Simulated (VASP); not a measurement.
Level of theory: r2SCAN meta-GGA, VASP's PBE PAW potentials (set 64) (plane waves; VASP).

VASP ran on this input.

### INCAR
```
# general
SYSTEM  = Mg
PREC    = Accurate
ENCUT   = 480
LREAL   = .False.
LASPH   = .True.

# electronic loop
EDIFF   = 1E-7
NELM    = 100   # most electronic steps
ALGO    = Normal
LMIXTAU = .True.

# smearing
ISMEAR  = 1
SIGMA   = 0.1   # width (eV)

# functional
METAGGA = R2SCAN

# ions
ISIF    = 2

# output
LWAVE   = .False.
LCHARG  = .False.
```

**POSCAR**
```
Mg
5.0994590
  0.3123255192  -0.5436685734   0.0000000000
  0.3123255192   0.5436685734   0.0000000000
  0.0000000000   0.0000000000   1.0000000816
Mg
2
direct
  0.3333330000   0.6666670000   0.2500000000
  0.6666670000   0.3333330000   0.7500000000
```

File KPOINTS:
```
K-points
0
Gamma
12 12 8
0 0 0
```

POTCAR, in this order: Mg (PBE.64 set). Program: vasp_std.

The resulting files:

File OSZICAR:
```
       N       E                     dE             d eps       ncg     rms          rms(c)
DAV:   1    -0.537179498816E+01   -0.53718E+01   -0.13119E+03  2580   0.463E+02
DAV:   2    -0.830858073460E+01   -0.29368E+01   -0.27975E+01  3432   0.290E+01
DAV:   3    -0.833205161243E+01   -0.23471E-01   -0.23474E-01  3582   0.348E+00
DAV:   4    -0.833213961780E+01   -0.88005E-04   -0.88005E-04  3582   0.180E-01
DAV:   5    -0.833213994993E+01   -0.33213E-06   -0.33174E-06  3522   0.969E-03    0.968E-01
DAV:   6    -0.827511284016E+01    0.57027E-01   -0.93098E-02  3072   0.187E+00    0.701E-01
DAV:   7    -0.829488160481E+01   -0.19769E-01   -0.44155E-02  2820   0.220E+00    0.129E-01
DAV:   8    -0.829656327813E+01   -0.16817E-02   -0.10203E-02  2766   0.926E-01    0.300E-02
DAV:   9    -0.829629527203E+01    0.26801E-03   -0.13680E-03  2934   0.369E-01    0.227E-02
DAV:  10    -0.829655988521E+01   -0.26461E-03   -0.57550E-04  2796   0.242E-01    0.825E-03
DAV:  11    -0.829661303460E+01   -0.53149E-04   -0.18530E-05  3330   0.526E-02    0.161E-03
DAV:  12    -0.829660532336E+01    0.77112E-05   -0.15765E-06  3030   0.102E-02    0.106E-03
DAV:  13    -0.829660650948E+01   -0.11861E-05   -0.11415E-06  2922   0.131E-02    0.392E-04
DAV:  14    -0.829660661764E+01   -0.10815E-06   -0.26143E-07  3018   0.411E-03    0.461E-05
DAV:  15    -0.829660657625E+01    0.41389E-07   -0.42640E-09  1692   0.544E-04
   1 F= -.82966066E+01 E0= -.82966281E+01  d E =0.645958E-04
```

File OUTCAR:
```
------------------------ aborting loop because EDIFF is reached ----------------------------------------
  FORCE on cell =-STRESS in cart. coord.  units (eV):
  Direction    XX          YY          ZZ          XY          YZ          ZX
  --------------------------------------------------------------------------------------
  Total        0.0017117     -0.1009030     -0.0935954      0.0000000     -0.0000000      0.0000000
  in kB        0.0608979     -3.5898031     -3.3298222      0.0000000     -0.0000000      0.0000000
  external PRESSURE =      -2.2862425 kB  Pullay stress =       0.0000000 kB
  volume of cell :       45.03
      direct lattice vectors                 reciprocal lattice vectors
     1.592691180 -2.772415600  0.000000000     0.313934055 -0.180348141  0.000000000
     1.592691180  2.772415600  0.000000000     0.313934055  0.180348141  0.000000000
     0.000000000  0.000000000  5.099459416     0.000000000  0.000000000  0.196099217
 POSITION                                       TOTAL-FORCE (eV/Angst)
 -----------------------------------------------------------------------------------
      1.59269      0.92414      1.27486         0.000000     -0.005312      0.000000
      1.59269     -0.92414      3.82459         0.000000      0.005312     -0.000000
 -----------------------------------------------------------------------------------
    total drift:                               -0.000000      0.000000     -0.000000
  FREE ENERGIE OF THE ION-ELECTRON SYSTEM (eV)
  ---------------------------------------------------
  free  energy   TOTEN  =        -8.2966065762 eV

  energy  without entropy=       -8.2966711720  energy(sigma->0) =       -8.29662811
```
(Selected blocks of OUTCAR.)

The compound is Mg in the hcp structure. This cell was strained or had an atom moved on purpose.
